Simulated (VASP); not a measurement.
Data:

```xyz
2
Lattice="0.0000 3.1030 3.1030 3.1030 0.0000 3.1030 3.1030 3.1030 0.0000" Properties=species:S:1:pos:R:3 pbc="T T T"
Cd     0.0000     0.0000     0.0000
Se     1.5515     1.5515     1.5515
```

Calculation: PBE GGA, VASP's PBE PAW potentials (set 64) (plane waves; VASP 6.6.1). Numerical set-up: 520 eV cut-off, Gaussian smearing of 0.050 eV, potentials Cd Se.

**Question.** Give the energies of bands 7 to 11 at the high-symmetry points, in eV from the valence-band maximum.

**Answer.** 
| band | Γ | X | U | L | W |
|---|---|---|---|---|---|
| 7 | 0.00 | -3.81 | -3.74 | -4.05 | -3.71 |
| 8 | 0.00 | -1.66 | -2.27 | -0.67 | -2.02 |
| 9 | 0.00 | -1.66 | -1.35 | -0.67 | -1.96 |
| 10 | 0.48 | 3.25 | 3.70 | 2.31 | 4.77 |
| 11 | 5.93 | 3.69 | 5.03 | 6.42 | 5.22 |

The gap is direct, 0.48 eV, from the valence maximum at Γ to the conduction minimum at Γ.

The compound is CdSe in the zinc blende structure, whereas wurtzite is the usual form. It was relaxed first, which changed the volume by +8 %.
